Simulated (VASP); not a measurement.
Write the native input for VASP 6.6.1 that does the following.

* Task: single point
* Functional: PBE
* Potentials or basis: VASP PAW PBE potentials, release 64 (Zr_sv, O)
* Cutoff: 520 eV
* k mesh: 9 × 9 × 9
* Occupations: fermi-dirac, width 0.05 eV
* Spin: no spin polarisation
* Further INCAR settings: ALGO = Normal; EDIFF = 1e-07; NBANDS = 26

The structure of ZrO4 lies in POSCAR:

```
ZrO4
1.0
   -2.6492601400      2.6492601400      1.6620091000
    2.6492601400     -2.6492601400      1.6620091000
    2.6492601400      2.6492601400     -1.6620091000
Zr O
1 4
Direct
    0.0000000000      0.0000000000      0.0000000000
    0.6000000200      0.2000000000      0.8000000100
    0.8000000000      0.6000000200      0.4000000200
    0.3999999800      0.8000000000      0.1999999900
    0.2000000000      0.3999999800      0.5999999800
```

The cell was built by a generator and needn't be a form met in nature.

These files were run (other wordings do the same):

INCAR

```
SYSTEM = ZrO4
ALGO = Normal
EDIFF = 1E-7
ENCUT = 520
GGA = PE
ISIF = 2
ISMEAR = -1
LASPH = .True.
LCHARG = .False.
LREAL = .False.
LWAVE = .False.
NBANDS = 26
NELM = 80
PREC = Accurate
SIGMA = 0.05
```

KPOINTS

```
k-points
0
Gamma
  9 9 9
  0 0 0
```

Potentials or basis: VASP PAW PBE potentials, release 64 (Zr_sv, O).

Launch:

```sh
$ cat potpaw_PBE.64/Zr_sv/POTCAR potpaw_PBE.64/O/POTCAR > POTCAR
$ mpirun -np 1 vasp_std > vasp.out
```

Results of the run:

The pressure is -4.7 GPa and the largest force is 1.163 eV/Å. The band gap on the k mesh is none (metal or under the smearing width).

Caveat: forces of over 1 eV/Å show positions far from the minimum, so gaps and moduli don't describe the material at rest.

Wall time 2.2 min on 1 thread of Intel(R) Xeon(R) Platinum 8488C (Sapphire Rapids), with other jobs on the host, peak memory 0.23 GiB.
